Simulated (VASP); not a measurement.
These are PBE GGA with spin-orbit coupling, VASP's PBE PAW potentials (set 64) (plane waves; VASP) values and carry that method's errors.

VASP input:

### KPOINTS
```
Automatic mesh
0
Gamma
5 5 5
0 0 0
```

### POSCAR
```
Mo2Rh
1
    0.0000000000     3.8757680000     3.8757680000
    3.8757680000     0.0000000000     3.8757680000
    3.8757680000     3.8757680000     0.0000000000
Mo Rh
4 2
Direct
  0.1250000000   0.1250000000   0.1250000000
  0.6250000000   0.1250000000   0.1250000000
  0.1250000000   0.6250000000   0.1250000000
  0.1250000000   0.1250000000   0.6250000000
  0.7500000000   0.7500000000   0.7500000000
  0.5000000000   0.5000000000   0.5000000000
```

INCAR:
```
LMAXMIX  =  4   ! l cut-off of mixed one-centre charges
GGA  =  PE
MAGMOM  =  18*0.0
LREAL  =  F
LWAVE  =  F
ALGO  =  Normal
ENCUT  =  300   ! plane-wave cut-off (eV)
GGA_COMPAT  =  F
LCHARG  =  F
LASPH  =  T
NELM  =  100   ! most electronic steps
SYSTEM  =  Mo2Rh
LORBIT  =  11
ISMEAR  =  0
SIGMA  =  0.1
EDIFF  =  1E-6   ! SCF stop (eV)
ISIF  =  2
LNONCOLLINEAR  =  T
LSORBIT  =  T
PREC  =  Accurate
```

POTCAR, in this order: Mo_sv Rh_pv (PBE.64 set). Program: vasp_ncl.

At this cut-off the stress carries a Pulay error, which pulls relaxed volumes low.

Task: Estimate the energy per atom (σ→0), pressure, band gap (on the k-mesh).

Result: 
The energy per atom (σ→0) comes out as -9.232 eV/atom. The band gap (on the k-mesh) is none (metal, semimetal or under 0.01 eV) and the pressure is -29.02 GPa.

### OSZICAR
```
...
DAV:   9    -0.554160021749E+02    0.10889E-01   -0.27638E-01  2600   0.216E+00    0.118E+00
DAV:  10    -0.554152516642E+02    0.75051E-03   -0.16947E-02  2496   0.500E-01    0.486E-01
DAV:  11    -0.554144183856E+02    0.83328E-03   -0.44912E-03  2528   0.390E-01    0.141E-01
DAV:  12    -0.554143895843E+02    0.28801E-04   -0.53320E-04  2462   0.136E-01    0.303E-02
DAV:  13    -0.554143856835E+02    0.39008E-05   -0.47830E-05  2424   0.345E-02    0.172E-02
DAV:  14    -0.554143837100E+02    0.19735E-05   -0.50843E-06  2212   0.892E-03    0.481E-03
DAV:  15    -0.554143831753E+02    0.53464E-06   -0.21947E-07  1330   0.298E-03
   1 F= -.55414383E+02 E0= -.55394973E+02  d E =-.388209E-01  mag=    -0.0000    -0.0000    -0.0000
```

The structure was generated: Mo2Rh was put into an ordered model structure, which need not be its known phase. The cell was not relaxed at this level. The run is one of a series of settings (GGA_COMPAT = .FALSE., LNONCOLLINEAR = .TRUE., LSORBIT = .TRUE., MAGMOM = 0.0 0.0 0.0 0.0 0.0 0.0 0.0 0.0 0.0 0.0 0.0 0.0 0.0 0.0 0.0 0.0 0.0 0.0, program vasp_ncl against the base run), some of them coarse on purpose.
